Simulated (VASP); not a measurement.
An input for Ansatz (written as the equivalent of a VASP run, and not itself run):

Ansatz 0.2 input:
```yaml
crystal:
  lattice:
    - [0.0000000, 2.3940025, 2.3940025]
    - [2.3940025, 0.0000000, 2.3940025]
    - [2.3940025, 2.3940025, 0.0000000]
  atoms:
    - { symbol: Pb, position: [0.0000000, 0.0000000, 0.0000000] }
kpoints:
  mp_grid: { grid: [13, 13, 13] }
hamiltonian:
  xc: lda
  pseudopotentials: { kind: paw }
scf:
  occupations: { method: methfessel_paxton, width: 0.1 }
  max_iter: 100
output: { forces: true, stress: true, eigenvalues: true }
```

Question: Translate this input to VASP (INCAR, KPOINTS, POSCAR, choice of POTCAR).

Answer: This is not unique; one that fits is 
File POSCAR:
```
Pb
1
    0.0000000000     2.3940025005     2.3940025005
    2.3940025005     0.0000000000     2.3940025005
    2.3940025005     2.3940025005     0.0000000000
Pb
1
Direct
  0.0000000000   0.0000000000   0.0000000000
```

KPOINTS:
```
kpoints
0
G
  13 13 13
```

**INCAR**
```
SYSTEM=Pb
PREC=Accurate; ENCUT=520; LREAL=.False.
LASPH=.True.
EDIFF=1E-7; NELM=100; ALGO=Normal
LMAXMIX=4
ISMEAR=1; SIGMA=0.1
ISIF=2
LWAVE=.False.; LCHARG=.False.
```

POTCAR, in this order: Pb_d (LDA.64 set). Program: vasp_std.

Limits of the translation: each code has its own PAW files, so the cut-off isn't converted (ENCUT is set for VASP's; basis.ecutwfc is left out, and Ansatz then takes the one that its files recommend); Ansatz stops its SCF on the density residual and VASP on the energy change (EDIFF); Ansatz's lda is the Perdew-Wang form, while the LDA potentials of VASP carry Perdew-Zunger's.

The compound is Pb in the fcc structure. This cell is one point of a volume scan, at 0.94 of the reference volume.
